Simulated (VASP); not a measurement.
Given:

```
CELL_PARAMETERS angstrom
      0.00000     2.75910     2.75910
      2.75910     0.00000     2.75910
      2.75910     2.75910     0.00000
ATOMIC_POSITIONS crystal
  Cu 0.00000 0.00000 0.00000
  Cl 0.25000 0.25000 0.25000
```

Calculation: PBE GGA with D3 dispersion (zero damping), VASP's PBE PAW potentials (set 64) (plane waves; VASP 6.6.1). Numerical set-up: 400 eV cut-off, 8×8×8 Γ-centred mesh, Gaussian smearing of 0.050 eV, potentials Cu Cl.

**Question.** What does the run give for the energy per atom (σ→0), pressure, band gap (on the k-mesh) with the smallest direct gap where there is one?

**Answer.** 
The band gap (on the k-mesh) is 0.44 eV. The smallest direct gap (on the k-mesh) comes out as 0.44 eV. The energy per atom (σ→0) comes out as -3390 meV/atom and the pressure is -4.47 GPa.

The compound is CuCl in the zinc blende structure. The cell was not relaxed at this level. The run is one of a series of settings (IVDW = 11 against the base run), some of them coarse on purpose.
